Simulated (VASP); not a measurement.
Here is the system:

```
CELL_PARAMETERS angstrom
      4.10119     0.00000     0.00000
      0.00000     4.10119     0.00000
      0.00000     0.00000     4.10119
ATOMIC_POSITIONS crystal
  Sc 0.00000 0.00000 0.00000
  Al 0.00000 0.50000 0.50000
  Al 0.50000 0.00000 0.50000
  Al 0.50000 0.50000 0.00000
```

Method: optB88-vdW, VASP's PBE PAW potentials (set 64) (plane waves; VASP). Run with 520 eV cut-off, Gaussian smearing of 0.050 eV, potentials Sc_sv Al.

**Question.** Predict the band gap (along the path) with the smallest direct gap where there is one.

**Answer.** 
| Quantity | Result |
|---|---|
| band gap (along the path) | none (metal, semimetal or under 0.01 eV) |

The absolute energy has meaning only against runs of the same code, potentials and settings.

The compound is Al3Sc in the L1_2 structure. It was relaxed first.
